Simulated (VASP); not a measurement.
Given:

```yaml
crystal:
  lattice:
    - [5.48389, 0.00000, 0.00000]
    - [-2.74194, 4.74918, 0.00000]
    - [0.00000, 0.00000, 4.30717]
  atoms:
    - { symbol: Cu, position: [0.15544, 0.84456, 0.75000] }
    - { symbol: Cu, position: [0.84456, 0.15544, 0.25000] }
    - { symbol: Cu, position: [0.31089, 0.15544, 0.25000] }
    - { symbol: Cu, position: [0.68911, 0.84456, 0.75000] }
    - { symbol: Cu, position: [0.15544, 0.31089, 0.75000] }
    - { symbol: Cu, position: [0.84456, 0.68911, 0.25000] }
    - { symbol: Sn, position: [0.33333, 0.66667, 0.25000] }
    - { symbol: Sn, position: [0.66667, 0.33333, 0.75000] }
```

Calculation: r2SCAN meta-GGA, VASP's PBE PAW potentials (set 64) (plane waves; VASP 6.6.1). Numerical set-up: 400 eV cut-off, 7×7×8 Γ-centred mesh, tetrahedra with Blöchl corrections, potentials Cu Sn_d.

Problem. Give the energies of bands 41 to 54 at the high-symmetry points, in eV from the Fermi level.

Solution. 
```tsv
band	Γ	M	K	A	L	H
41	-2.31	-2.59	-2.67	-2.37	-2.47	-2.59
42	-2.27	-2.41	-2.67	-2.37	-2.47	-2.59
43	-2.22	-2.31	-2.31	-1.88	-2.37	-2.40
44	-1.80	-1.81	-0.22	-1.88	-2.37	-2.40
45	-1.78	0.19	-0.22	-1.88	-1.51	-2.24
46	-1.78	0.35	0.27	-1.88	-1.51	-2.24
47	-0.95	0.94	0.89	-1.70	-1.32	0.89
48	-0.95	1.31	0.89	-1.70	-1.32	0.89
49	1.10	1.72	1.24	0.66	4.52	2.59
50	3.25	2.91	1.91	0.66	4.52	2.59
51	4.87	3.21	1.91	2.06	4.74	2.94
52	4.87	3.66	2.75	2.06	4.74	2.94
53	5.54	3.70	6.19	2.06	5.05	7.86
54	5.54	4.64	6.62	2.06	5.05	7.86
```

It has no gap at this level: it comes out as a metal or semimetal.

The structure comes from a computed database's Cu3Sn entry (P6_3/mmc); how it stands against other phases isn't given here. It was relaxed first.
